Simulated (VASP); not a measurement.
Wanted: the native input for a VASP 6.6.1 run.

| Item | Value |
| --- | --- |
| Task | single point |
| Functional | RPBE |
| Potentials or basis | VASP PAW PBE potentials, release 64 (Pt, C, O) |
| Cutoff | 520 eV |
| k mesh | 6 × 6 × 1 |
| Occupations | gaussian, width 0.1 eV |
| Spin | no spin polarisation |
| Dipole correction | yes |
| Further INCAR settings | LREAL = Auto; ALGO = Fast; EDIFF = 1e-06; NBANDS = 100 |

The structure of Pt16CO lies in POSCAR:

```
Pt16CO
1.0
    5.5493740188      0.0000000000      0.0000000000
    2.7746870094      4.8058988753      0.0000000000
    0.0000000000      0.0000000000     24.7965673689
Pt C O
16 1 1
Direct
    0.0000000000      0.0000000000      0.3629534631
    0.5000000000      0.0000000000      0.3629534631
    0.0000000000      0.5000000000      0.3629534631
    0.5000000000      0.5000000000      0.3629534631
    0.1666666667      0.1666666667      0.4543178210
    0.6666666667      0.1666666667      0.4543178210
    0.1666666667      0.6666666667      0.4543178210
    0.6666666667      0.6666666667      0.4543178210
   -0.1648340054      0.3296680107      0.5478679555
    0.3333333333      0.3333333333      0.5465342128
   -0.1648340054      0.8351659946      0.5478679555
    0.3296680107      0.8351659946      0.5478679555
    0.0000000000      0.0000000000      0.6493786476
    0.5000777910     -0.0001555820      0.6397351143
   -0.0001555820      0.5000777910      0.6397351143
    0.5000777910      0.5000777910      0.6397351143
    0.0000000000      0.0000000000      0.7235727468
    0.0000000000      0.0000000000      0.7699717106
```

The cell was built by a generator and needn't be a form met in nature.

The input as run:

INCAR

```
SYSTEM = Pt16CO
PREC = Accurate ; ENCUT = 520
EDIFF = 1E-6 ; ISMEAR = 0
SIGMA = 0.1 ; LREAL = Auto
LASPH = .TRUE. ; NELM = 100
ALGO = Fast ; ISIF = 2
LWAVE = .FALSE. ; LCHARG = .TRUE.
LDIPOL = .TRUE. ; IDIPOL = 3
DIPOL = 0.5 0.5 0.529 ; GGA = RP
LELF = .TRUE. ; LVHAR = .TRUE.
LVACPOTAV = .TRUE. ; NBANDS = 100
```

KPOINTS

```
Automatic mesh
0
G
  6 6 1
  0 0 0
```

Potentials or basis: VASP PAW PBE potentials, release 64 (Pt, C, O).

Run with:

```bash
$ cat potpaw_PBE.64/Pt/POTCAR potpaw_PBE.64/C/POTCAR potpaw_PBE.64/O/POTCAR > POTCAR
$ mpirun -np 1 vasp_std > vasp.out
```

Results of the run:

- Largest force: 1.337 eV/Å
- Band gap on the k mesh: none (metal or under the smearing width)
- Work function of the upper face: 5.32 eV
- Work function of the lower face: 5.52 eV

Caveat: the standard files for N, O and F lose accuracy on very short bonds; the PAW data sets were made with another functional, which shifts forces and pressure a little.

Run time: 14 min on 1 thread of AMD EPYC 9R45 96-Core Processor (Zen 5), with other jobs on the host, peak memory 0.86 GiB.
